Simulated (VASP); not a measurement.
# A VASP study of PbO (Litharge) (LDA): structure first, properties next, part 3 of 5

Aim: relax PbO (Litharge), then compute properties on the relaxed cell. The start is a cell from a database of measured crystal structures.

VASP 6.6.1, plane waves and PAW; the level of theory is named at each step.

So far, gap on the k-mesh (eV): step 3 (full relaxation (LDA)) 1.51. The relaxed cell has a = 3.946, c = 4.875 Å (conventional setting).

## Step 6: Bands along the symmetry lines (LDA)

Level of this step: LDA; plane waves and PAW (Pb_d, O) (VASP).

Levels along the symmetry lines show where the bands peak and cross; KPOINTS_OPT computes them in the converged potential.

Input file INCAR:

```
SYSTEM = PbO
PREC = Accurate
ENCUT = 520
EDIFF = 1E-06
NELM = 100
ISMEAR = 0
SIGMA = 0.05
LREAL = .FALSE.
ALGO = Normal
GGA = CA
NBANDS = 34
LORBIT = 11
LWAVE = .FALSE.
LCHARG = .FALSE.
KPAR = 4
```

Input file POSCAR:

```
PbO
1.0
    3.9456408187      0.0000000000      0.0000000000
    0.0000000000      3.9456408187      0.0000000000
    0.0000000000      0.0000000000      4.8752987077
Pb O
2 2
Direct
    0.0000000000      0.5000000000      0.7576183927
    0.5000000000      0.0000000000      0.2423816073
    0.5000000000      0.5000000000      0.0000000000
    0.0000000000      0.0000000000      0.0000000000
```

Input file KPOINTS:

```
Automatic mesh
0
Gamma
5 5 4
0 0 0
```

Input file KPOINTS_OPT:

```
Line mode
16
Line-mode
Reciprocal
  0.00000000   0.00000000   0.00000000 GAMMA
  0.00000000   0.50000000   0.00000000 X

  0.00000000   0.50000000   0.00000000 X
  0.50000000   0.50000000   0.00000000 M

  0.50000000   0.50000000   0.00000000 M
  0.00000000   0.00000000   0.00000000 GAMMA

  0.00000000   0.00000000   0.00000000 GAMMA
  0.00000000   0.00000000   0.50000000 Z

  0.00000000   0.00000000   0.50000000 Z
  0.00000000   0.50000000   0.50000000 R

  0.00000000   0.50000000   0.50000000 R
  0.50000000   0.50000000   0.50000000 A

  0.50000000   0.50000000   0.50000000 A
  0.00000000   0.00000000   0.50000000 Z

  0.00000000   0.50000000   0.00000000 X
  0.00000000   0.50000000   0.50000000 R

  0.50000000   0.50000000   0.00000000 M
  0.50000000   0.50000000   0.50000000 A
```

PAW data sets: Pb_d and O (LDA family, release 64).

On the command line:

```
> mpirun -np 4 vasp_std
```

The program printed:

```text
[... set-up lines as in an earlier step ...]
 entering main loop
       N       E                     dE             d eps       ncg     rms          rms(c)
DAV:   1     0.468954258871E+03    0.46895E+03   -0.18761E+04  1224   0.142E+03
DAV:   2     0.306639839446E+02   -0.43829E+03   -0.40813E+03  1264   0.402E+02
DAV:   3    -0.261442597493E+02   -0.56808E+02   -0.55203E+02  1398   0.157E+02
DAV:   4    -0.286581290713E+02   -0.25139E+01   -0.25040E+01  1520   0.344E+01
DAV:   5    -0.287424969400E+02   -0.84368E-01   -0.84345E-01  1672   0.661E+00    0.119E+01
DAV:   6    -0.246807741033E+02    0.40617E+01   -0.19213E+01  1864   0.327E+01    0.524E+00
DAV:   7    -0.244702968625E+02    0.21048E+00   -0.25101E+00  1554   0.983E+00    0.236E+00
DAV:   8    -0.244109962595E+02    0.59301E-01   -0.47792E-01  1412   0.367E+00    0.671E-01
DAV:   9    -0.244026856169E+02    0.83106E-02   -0.36331E-02  2020   0.138E+00    0.227E-01
DAV:  10    -0.244031958937E+02   -0.51028E-03   -0.87751E-03  1608   0.602E-01    0.804E-02
DAV:  11    -0.244029680389E+02    0.22785E-03   -0.13484E-03  2138   0.279E-01    0.483E-02
DAV:  12    -0.244029422963E+02    0.25743E-04   -0.12638E-04  1846   0.822E-02    0.221E-02
DAV:  13    -0.244029376046E+02    0.46917E-05   -0.38908E-05  1454   0.326E-02    0.389E-03
DAV:  14    -0.244029374855E+02    0.11908E-06   -0.15739E-06  1068   0.101E-02
   1 F= -.24402937E+02 E0= -.24402937E+02  d E =-.659314E-16
 Start KPOINTS_OPT (optional k-point list driver)
k-point batch [1-18\144]
       N       E                     dE             ncg
DAV:   1     0.447803111039E+04   -0.52755E+04     1226
DAV:   2    -0.317672280573E+04   -0.76548E+04     1256
DAV:   3    -0.414693499854E+04   -0.97021E+03     1430
DAV:   4    -0.419305812879E+04   -0.46123E+02     1510
DAV:   5    -0.419460913617E+04   -0.15510E+01     1640
DAV:   6    -0.419467084516E+04   -0.61709E-01     1684
DAV:   7    -0.419467260621E+04   -0.17610E-02     1666
DAV:   8    -0.419467261723E+04   -0.11014E-04     1544
DAV:   9    -0.419467261742E+04   -0.19521E-06     1038
[...]
k-point batch [127-144\144]
       N       E                     dE             ncg
DAV:   1     0.432396254003E+04   -0.21109E+05     1224
DAV:   2    -0.320525808943E+04   -0.75292E+04     1248
DAV:   3    -0.415752765719E+04   -0.95227E+03     1482
DAV:   4    -0.419864642985E+04   -0.41119E+02     1504
DAV:   5    -0.420009645640E+04   -0.14500E+01     1696
DAV:   6    -0.420015089879E+04   -0.54442E-01     1590
DAV:   7    -0.420015284831E+04   -0.19495E-02     1808
DAV:   8    -0.420015286018E+04   -0.11872E-04     1516
DAV:   9    -0.420015286037E+04   -0.19167E-06     1064
```

Run time: 85 s. Hardware: 4 MPI ranks of Intel Xeon Platinum 8488C (Sapphire Rapids), shared host; peak memory 0.82 GiB.

OUTCAR, selected parts (step 6):

```text
   k-points           NKPTS =     18   k-points in BZ     NKDIM =     18   number of bands    NBANDS=     34

   NELECT =      40.0000    total number of electrons

 E-fermi :   5.5848

 k-point     1 :       0.0000    0.0000    0.0000
  band No.  band energies     occupation
    ...
     16       0.8127      2.00000
     17       3.5113      2.00000
     18       3.5432      2.00000
     19       3.5432      2.00000
     20       5.3152      2.00000
     21       7.8246      0.00000
     22      10.8730      0.00000
     23      10.8730      0.00000
     24      10.9611      0.00000
     25      12.0334      0.00000
    ...

  Total        0.0086953      0.0086953     -0.0141086      0.0000000      0.0000000      0.0000000
  in kB        0.1835522      0.1835522     -0.2978228      0.0000000      0.0000000      0.0000000
  external PRESSURE =       0.0230939 kB  Pullay stress =       0.0000000 kB

 POSITION                                       TOTAL-FORCE (eV/Angst)
 -----------------------------------------------------------------------------------
      0.00000      1.97282      3.69362         0.000000      0.000000      0.005189
      1.97282      0.00000      1.18168         0.000000      0.000000     -0.005189
      1.97282      1.97282      0.00000        -0.000000     -0.000000      0.000000
      0.00000      0.00000      0.00000         0.000000      0.000000      0.000000
 -----------------------------------------------------------------------------------
    total drift:                                0.000000      0.000000      0.000000

  FREE ENERGIE OF THE ION-ELECTRON SYSTEM (eV)
  ---------------------------------------------------
  free  energy   TOTEN  =       -24.4029374855 eV

  energy  without entropy=      -24.4029374855  energy(sigma->0) =      -24.40293749

[... 9 parts as in an earlier step ...]

[... 7 further parts left out ...]
```

Spin-orbit coupling is off here; it can split and shift levels that hold much weight on Pb by tenths of an eV or more.

Numbers from this step:

- bands: 34
- Fermi energy: 5.585 eV
- pressure: 0.002309 GPa
- least gap on mesh and path: 0.9984 eV
- least direct gap on mesh and path: 2.147 eV
- valence top at k: 0.1, 0.1, 0
- conduction bottom at k: 0.5, 0.5, 0
- least direct gap at k: 0.5, 0.5, 0

Electronic bands along the path, in eV, zero at the valence-band top; v1 is the highest filled band, c1 the lowest empty one:

```tsv
point	v4	v3	v2	v1	c1	c2	c3	c4
Γ	-1.83	-1.79	-1.79	-0.02	2.49	5.54	5.54	5.62
0.47 of the way	-2.63	-2.16	-2.04	-0.15	3.56	3.58	5.67	5.83
X	-3.20	-3.20	-1.79	-1.79	3.44	3.44	6.67	6.67
0.47 of the way	-2.42	-2.42	-1.55	-1.55	2.60	2.60	5.48	5.48
M	-1.69	-1.69	-1.15	-1.15	1.00	1.00	5.25	5.25
0.53 of the way	-3.01	-2.79	-1.41	-0.39	3.14	3.61	4.68	5.16
Γ	-1.83	-1.79	-1.79	-0.02	2.49	5.54	5.54	5.62
0.53 of the way	-1.85	-1.81	-1.81	-0.39	1.98	4.32	4.32	4.89
Z	-1.87	-1.82	-1.82	-1.01	1.86	3.78	3.78	4.14
0.47 of the way	-2.42	-2.19	-1.20	-0.99	2.17	2.96	4.36	6.44
R	-3.15	-3.15	-1.04	-1.04	3.12	3.12	6.23	6.23
0.47 of the way	-1.96	-1.96	-1.50	-1.50	3.45	3.45	4.61	4.61
A	-2.39	-2.39	-1.15	-1.15	3.38	3.38	4.92	4.92
0.53 of the way	-3.11	-1.58	-1.40	-1.09	2.29	3.61	3.74	6.57
Z	-1.87	-1.82	-1.82	-1.01	1.86	3.78	3.78	4.14
jump to X	-3.20	-3.20	-1.79	-1.79	3.44	3.44	6.67	6.67
0.47 of the way	-3.18	-3.18	-1.40	-1.40	3.29	3.29	6.46	6.46
R	-3.15	-3.15	-1.04	-1.04	3.12	3.12	6.23	6.23
jump to M	-1.69	-1.69	-1.15	-1.15	1.00	1.00	5.25	5.25
0.53 of the way	-2.09	-2.09	-1.15	-1.15	2.01	2.01	5.58	5.58
A	-2.39	-2.39	-1.15	-1.15	3.38	3.38	4.92	4.92
```

Of the projections kept (Pb, O), the largest for each band there, as a share of the weight inside these atoms' spheres; weight between the spheres isn't counted:

```tsv
point	v4	v3	v2	v1	c1	c2	c3	c4
Γ	O 0.93	O 0.91	O 0.91	O 0.59	Pb 0.81	Pb 0.65	Pb 0.65	Pb 0.94
X	O 0.80	O 0.80	O 0.60	O 0.60	Pb 0.58	Pb 0.58	Pb 0.77	Pb 0.77
M	Pb 0.58	Pb 0.58	O 0.97	O 0.97	Pb 0.83	Pb 0.83	Pb 0.88	Pb 0.88
Γ	O 0.93	O 0.91	O 0.91	O 0.59	Pb 0.81	Pb 0.65	Pb 0.65	Pb 0.94
Z	O 0.92	O 0.89	O 0.89	O 0.78	Pb 0.91	Pb 0.92	Pb 0.92	Pb 0.87
R	O 0.81	O 0.81	O 0.69	O 0.69	O 0.59	O 0.59	Pb 0.84	Pb 0.84
```

The path lowers the gap by 0.51 eV against the mesh alone, so a band edge lies off the mesh.

## Step 7: Total and projected DOS (LDA)

A density of states needs more k-points than a total energy, and tetrahedra (ISMEAR = -5) or a smearing that fits the mesh; LORBIT projects the states on the PAW spheres. The mesh is finer than in the run before.

INCAR: that of step 6 with these lines changed.

```diff
@@ -5,3 +5,3 @@
 NELM = 100
-ISMEAR = 0
+ISMEAR = -5
 SIGMA = 0.05
@@ -15 +15,2 @@
 KPAR = 4
+NEDOS = 2001
```

POSCAR is that of step 6.

Input file KPOINTS:

```
Automatic mesh
0
Gamma
7 7 6
0 0 0
```

On the command line:

```
> mpirun -np 4 vasp_std
```

The program printed:

```text
[... set-up lines as in an earlier step ...]
 entering main loop
       N       E                     dE             d eps       ncg     rms          rms(c)
DAV:   1     0.465233638340E+03    0.46523E+03   -0.18897E+04  2738   0.142E+03
DAV:   2     0.296532036627E+02   -0.43558E+03   -0.40704E+03  2754   0.397E+02
DAV:   3    -0.261606051255E+02   -0.55814E+02   -0.54108E+02  3282   0.154E+02
DAV:   4    -0.286611064914E+02   -0.25005E+01   -0.24918E+01  3272   0.338E+01
DAV:   5    -0.287427212715E+02   -0.81615E-01   -0.81594E-01  3696   0.651E+00    0.119E+01
DAV:   6    -0.246808439408E+02    0.40619E+01   -0.19163E+01  4142   0.327E+01    0.524E+00
DAV:   7    -0.244708303346E+02    0.21001E+00   -0.24916E+00  3426   0.984E+00    0.237E+00
DAV:   8    -0.244114560470E+02    0.59374E-01   -0.47602E-01  3164   0.367E+00    0.665E-01
DAV:   9    -0.244031510569E+02    0.83050E-02   -0.36315E-02  4352   0.137E+00    0.225E-01
DAV:  10    -0.244036662928E+02   -0.51524E-03   -0.86154E-03  3546   0.604E-01    0.807E-02
DAV:  11    -0.244034424870E+02    0.22381E-03   -0.13696E-03  4614   0.284E-01    0.475E-02
DAV:  12    -0.244034185007E+02    0.23986E-04   -0.13800E-04  4136   0.843E-02    0.221E-02
DAV:  13    -0.244034140225E+02    0.44781E-05   -0.39610E-05  3214   0.332E-02    0.398E-03
DAV:  14    -0.244034138676E+02    0.15489E-06   -0.14070E-06  2314   0.925E-03
   1 F= -.24403414E+02 E0= -.24403414E+02  d E =0.000000E+00
```

Wall time 33 s (4 MPI ranks); peak memory 0.84 GiB.

From OUTCAR (step 7):

```text
   k-points           NKPTS =     40   k-points in BZ     NKDIM =     40   number of bands    NBANDS=     34

   NELECT =      40.0000    total number of electrons

 E-fermi :   5.3372

 k-point     1 :       0.0000    0.0000    0.0000
  band No.  band energies     occupation
    ...
     16       0.8123      2.00000
     17       3.5105      2.00000
     18       3.5426      2.00000
     19       3.5426      2.00000
     20       5.3146      2.00000
     21       7.8245      0.00000
     22      10.8729      0.00000
     23      10.8729      0.00000
     24      10.9611      0.00000
     25      12.0333      0.00000
    ...

  Total        0.0071818      0.0071818     -0.0193512      0.0000000     -0.0000000      0.0000000
  in kB        0.1516032      0.1516032     -0.4084917      0.0000000     -0.0000000      0.0000000
  external PRESSURE =      -0.0350951 kB  Pullay stress =       0.0000000 kB

 POSITION                                       TOTAL-FORCE (eV/Angst)
 -----------------------------------------------------------------------------------
      0.00000      1.97282      3.69362        -0.000000     -0.000000      0.004848
      1.97282      0.00000      1.18168        -0.000000     -0.000000     -0.004848
      1.97282      1.97282      0.00000         0.000000      0.000000      0.000000
      0.00000      0.00000      0.00000         0.000000     -0.000000      0.000000
 -----------------------------------------------------------------------------------
    total drift:                                0.000000      0.000000      0.000000

  FREE ENERGIE OF THE ION-ELECTRON SYSTEM (eV)
  ---------------------------------------------------
  free  energy   TOTEN  =       -24.4034138676 eV

  energy  without entropy=      -24.4034138676  energy(sigma->0) =      -24.40341387

[... 7 parts as in an earlier step ...]

[... 9 further parts left out ...]
```

This step gave:

```
irreducible k-points   : 40
Fermi energy           : 5.337 eV
pressure               : -0.003510 GPa
valence top at k       : 0.1429, 0, 0
conduction bottom at k : 0.4286, 0.4286, 0
least direct gap at k  : 0, 0, 0.1667
gap on the k-mesh      : 1.277 eV
```

The density of states has structure finer than the step of the table below, so its rows give means over 1 eV, whole bins alone (the curve runs from -12.0 to 7.91 eV). Peaks (eV: height): total -1.9: 4.24, -1.4: 6.58, 3.5: 3.92, 7.2: 4.02; O p -4.4: 1.69, -3.5: 1.95, -1.9: 2.16, -1.4: 4.01; Pb p 2.9: 0.737, 5.5: 0.794, 7.2: 1.69, 7.7: 1.55; Pb s -8.2: 1.78, -7.2: 0.809, -1.3: 0.379, 3.5: 0.518; O s -7.9: 0.0655, -7.2: 0.108, 2.9: 0.124, 3.5: 0.0585.

States under -12.0 eV and over 7.9 eV are left out. The density of states by energy, zero at the valence-band top; means over each step; values in states/eV/cell:

```tsv
energy (eV)	total	O p	Pb p	Pb s	O s
-10	0	0	0	0	0
-9	0.158	0.0174	8.6e-4	0.0832	7.1e-4
-8	2.33	0.368	0.0176	1.21	0.0445
-7	1.03	0.138	0.0138	0.523	0.0756
-6	0.382	0.0464	0.00945	0.192	0.0351
-5	0.855	0.321	0.111	0.0658	0.0154
-4	2.84	1.34	0.356	0.0311	0.0155
-3	2.09	1.11	0.210	0.0201	0.0136
-2	3.46	1.88	0.294	0.186	0.0119
-1	2.59	1.36	0.203	0.255	0.00344
0	0.316	0.143	0.0173	0.0688	6.4e-4
1	0.0188	0.00129	0.00478	3.4e-4	9.5e-4
2	0.601	0.0639	0.146	0.0353	0.0249
3	2.66	0.466	0.552	0.240	0.0751
4	1.37	0.237	0.324	0.0991	0.0183
5	1.51	0.223	0.415	0.0557	0.0233
6	1.77	0.191	0.656	0.0364	0.0346
7	2.42	0.358	0.968	0.0201	0.0338
```

The gap on this mesh is 1.28 eV, over the 1.00 eV of the band run, since this mesh misses a band edge. In the top eV of the valence band the largest shares in the PAW spheres are O p 46 %, Pb s 17 % and Pb p 8 %; in the lowest eV of the conduction band, Pb p 24 % and O p 9 %. The rest lies in smaller channels or between the spheres.

## Step 8: Optical spectrum (LDA)

LOPTICS sums transitions from filled to empty bands. NBANDS is raised for it.

Input file INCAR:

```
SYSTEM = PbO
PREC = Accurate
ENCUT = 520
EDIFF = 1E-06
NELM = 100
ISMEAR = 0
SIGMA = 0.05
LREAL = .FALSE.
ALGO = Normal
GGA = CA
NBANDS = 52
LORBIT = 11
LWAVE = .FALSE.
LCHARG = .FALSE.
KPAR = 4
LOPTICS = .TRUE.
NEDOS = 1500
CSHIFT = 0.1
```

POSCAR is that of step 7.

KPOINTS is that of step 7.

On the command line:

```
> mpirun -np 4 vasp_std
```

The program printed:

```text
[... set-up lines as in an earlier step ...]
 entering main loop
       N       E                     dE             d eps       ncg     rms          rms(c)
DAV:   1     0.483508410657E+03    0.48351E+03   -0.16243E+04  4380   0.928E+02
DAV:   2     0.439350881724E+02   -0.43957E+03   -0.39020E+03  4216   0.297E+02
DAV:   3    -0.257903101554E+02   -0.69725E+02   -0.67518E+02  4600   0.114E+02
DAV:   4    -0.286656595584E+02   -0.28753E+01   -0.28680E+01  5156   0.245E+01
DAV:   5    -0.287435895602E+02   -0.77930E-01   -0.77913E-01  5528   0.433E+00    0.119E+01
DAV:   6    -0.247369453816E+02    0.40066E+01   -0.14072E+01  6472   0.214E+01    0.534E+00
DAV:   7    -0.244764779244E+02    0.26047E+00   -0.20085E+00  5244   0.649E+00    0.226E+00
DAV:   8    -0.244044144400E+02    0.72063E-01   -0.35476E-01  4988   0.234E+00    0.414E-01
DAV:   9    -0.244036219186E+02    0.79252E-03   -0.11643E-02  6280   0.464E-01    0.209E-01
DAV:  10    -0.244036339249E+02   -0.12006E-04   -0.35810E-03  6328   0.364E-01    0.852E-02
DAV:  11    -0.244034138646E+02    0.22006E-03   -0.46239E-04  6092   0.162E-01    0.171E-02
DAV:  12    -0.244034162377E+02   -0.23731E-05   -0.34315E-05  5648   0.250E-02    0.965E-03
DAV:  13    -0.244034141356E+02    0.21021E-05   -0.10501E-05  5492   0.187E-02    0.516E-03
DAV:  14    -0.244034138702E+02    0.26537E-06   -0.78807E-07  2972   0.450E-03
   1 F= -.24403414E+02 E0= -.24403414E+02  d E =-.133938E-12
 optical routines
 imaginary and real dielectric function
 recalculating local potential from charge density
 direction            1
 direction            2
 direction            3
```

It took 47 s on 4 MPI ranks; peak memory 1.4 GiB.

OUTCAR, selected parts (step 8):

```text
   k-points           NKPTS =     40   k-points in BZ     NKDIM =     40   number of bands    NBANDS=     52

   NELECT =      40.0000    total number of electrons

 E-fermi :   5.5640

 k-point     1 :       0.0000    0.0000    0.0000
  band No.  band energies     occupation
    ...
     16       0.8123      2.00000
     17       3.5105      2.00000
     18       3.5426      2.00000
     19       3.5426      2.00000
     20       5.3147      2.00000
     21       7.8245      0.00000
     22      10.8728      0.00000
     23      10.8728      0.00000
     24      10.9612      0.00000
     25      12.0333      0.00000
    ...

  Total        0.0004702      0.0004702     -0.0263872      0.0000000     -0.0000000      0.0000000
  in kB        0.0099249      0.0099249     -0.5570166      0.0000000     -0.0000000      0.0000000
  external PRESSURE =      -0.1790556 kB  Pullay stress =       0.0000000 kB

 POSITION                                       TOTAL-FORCE (eV/Angst)
 -----------------------------------------------------------------------------------
      0.00000      1.97282      3.69362         0.000000      0.000000      0.005609
      1.97282      0.00000      1.18168        -0.000000      0.000000     -0.005609
      1.97282      1.97282      0.00000        -0.000000      0.000000      0.000000
      0.00000      0.00000      0.00000        -0.000000     -0.000000      0.000000
 -----------------------------------------------------------------------------------
    total drift:                                0.000000      0.000000      0.000000

  FREE ENERGIE OF THE ION-ELECTRON SYSTEM (eV)
  ---------------------------------------------------
  free  energy   TOTEN  =       -24.4034138702 eV

  energy  without entropy=      -24.4034138702  energy(sigma->0) =      -24.40341387

 plasma frequency squared (from intraband transitions) (eV^2)
  --------------------------------------------------------------------------------------
       0.000       0.000      -0.000
       0.000       0.000       0.000
      -0.000       0.000       0.000

[... 9 parts as in an earlier step ...]

[... 7 further parts left out ...]
```

These are independent-particle spectra without excitons or local fields. Their onset and peaks carry the functional's gap error, and fine structure and low peaks depend on the mesh and on CSHIFT.

This step gave:

```yaml
bands: 52
fermi_energy: 5.564 eV
pressure: -0.01791 GPa
```

The imaginary dielectric function has structure finer than the step of the table below, so its rows give means over 1 eV, whole bins alone (the curve runs from 0 to 25.0 eV). Peaks (eV: height): xx 3.7: 14.6, 4.7: 12.4; zz 3.3: 7.13, 4.7: 13.8, 5.5: 6.57, 7.2: 6.88.

Table of imaginary dielectric function by photon energy; means over each step:

```tsv
photon energy (eV)	xx	zz
1	0.0794	0.0665
2	0.394	0.450
3	5.04	3.99
4	11.9	8.63
5	8.40	8.95
6	5.68	5.33
7	5.67	5.44
8	2.75	3.22
9	2.69	1.82
10	2.60	1.91
11	1.91	2.53
12	1.11	1.38
13	0.893	1.04
14	1.03	0.700
15	1.53	1.08
16	1.32	1.05
17	0.863	0.654
18	0.862	0.813
19	0.886	1.07
20	0.700	0.886
21	0.534	0.790
22	0.534	0.770
23	0.701	0.706
24	0.412	0.541
```

The real dielectric function by photon energy:

```tsv
photon energy (eV)	xx	zz
0	7.61	6.84
1	7.96	7.13
2	9.48	8.44
3	12.5	10.4
4	5.28	10.5
5	-0.981	-2.39
6	0.929	0.249
7	-1.22	0.492
8	-1.07	-1.29
9	-0.149	-0.136
10	0.380	0.622
11	-0.760	-0.217
12	-0.384	-0.452
13	0.321	0.243
14	0.501	0.386
15	0.408	0.927
16	0.0322	0.213
17	0.138	0.599
18	0.529	1.05
19	0.292	0.618
20	0.215	0.424
21	0.410	0.623
22	0.463	0.403
23	0.519	0.492
24	0.331	0.396
```

This mesh misses the point of the least direct gap (2.15 eV in the band run), so the true onset lies lower. The mean of ε2 over directions passes 5 % of its top at 2.36 eV, against a least direct gap of 2.35 eV on this mesh, so absorption sets in close to the direct gap. The indirect gap (1.00 eV in the band run) doesn't show, since phonons are left out.

(Part 3 of 5 ends here.)

[Lines on the potential files, build, host, timing and source positions are cut from VASP's logs without a mark.]

[Logs are printed without paths, hosts, clocks, repeated set-up lines and the standing remarks that a program may print on its own settings, such as how far it seeks lower states.]

[Hosts, paths, dates, database ids (printed as entryN), source tags and the programs' standing remarks are cut or masked in the printed files.]

[A measured line is paired with the nearest computed mode of its activity, which favours agreement.]

[In band tables of VASP the shares of atoms and orbitals are scaled to a sum of 1 inside the atoms' spheres.]
